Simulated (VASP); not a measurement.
Calculation: LDA (Ceperley-Alder, Perdew-Zunger), VASP's LDA PAW potentials (set 64) (plane waves; VASP).

VASP input:

**KPOINTS**
```
Automatic mesh
0
Gamma
6 6 4
0 0 0
```

INCAR:
```
EDIFF=1E-7
ENCUT=520   # plane-wave cut-off (eV)
SYSTEM=Mg3Sb2
ISMEAR=-5
LORBIT=11
LMAXMIX=4
NELM=100   # most electronic steps
NEDOS=601
LEFG=.TRUE.
LASPH=.TRUE.   # aspherical one-centre terms
ALGO=Normal   # blocked Davidson
LCHARG=.TRUE.
LREAL=.FALSE.
ISIF=2   # forces and stress, cell fixed
PREC=Accurate
LWAVE=.FALSE.
```

File POSCAR:
```
Mg3Sb2
1
    2.2513986616    -3.8995370227    -0.0000000000
    2.2513986616     3.8995370227    -0.0000000000
    0.0000000000     0.0000000000     7.1038691720
Mg Sb
3 2
Direct
  1.0000000000   1.0000000000   0.0000000000
  0.3333330000   0.6666670000   0.6326535928
  0.6666670000   0.3333330000   0.3673464072
  0.3333330000   0.6666670000   0.2241383316
  0.6666670000   0.3333330000   0.7758616684
```

POTCAR, in this order: Mg Sb (LDA.64 set). Program: vasp_std.

Unless said otherwise, spin-orbit coupling is left out, though it shifts the bands of the heavy elements here.

### Question
Predict the energy per atom (σ→0), band gap (on the k-mesh).

### Answer

* **energy per atom (σ→0)**: -3416 meV/atom
* **band gap (on the k-mesh)**: 0.14 eV

File OSZICAR:
```
...
DAV:   7    -0.170859792116E+02    0.12457E+00   -0.47009E-01   676   0.323E+00    0.104E+00
DAV:   8    -0.170807631307E+02    0.52161E-02   -0.22537E-02   660   0.945E-01    0.484E-02
DAV:   9    -0.170807091495E+02    0.53981E-04   -0.66879E-04   684   0.193E-01    0.321E-02
DAV:  10    -0.170807137825E+02   -0.46329E-05   -0.49010E-05   696   0.478E-02    0.109E-02
DAV:  11    -0.170807155372E+02   -0.17547E-05   -0.70638E-06   680   0.158E-02    0.386E-03
DAV:  12    -0.170807151939E+02    0.34329E-06   -0.20518E-06   664   0.768E-03    0.118E-03
DAV:  13    -0.170807152078E+02   -0.13914E-07   -0.92332E-08   416   0.215E-03
   1 F= -.17080715E+02 E0= -.17080715E+02  d E =0.000000E+00
```

The compound is Mg3Sb2 in the a-la2o3 structure. It was relaxed first.
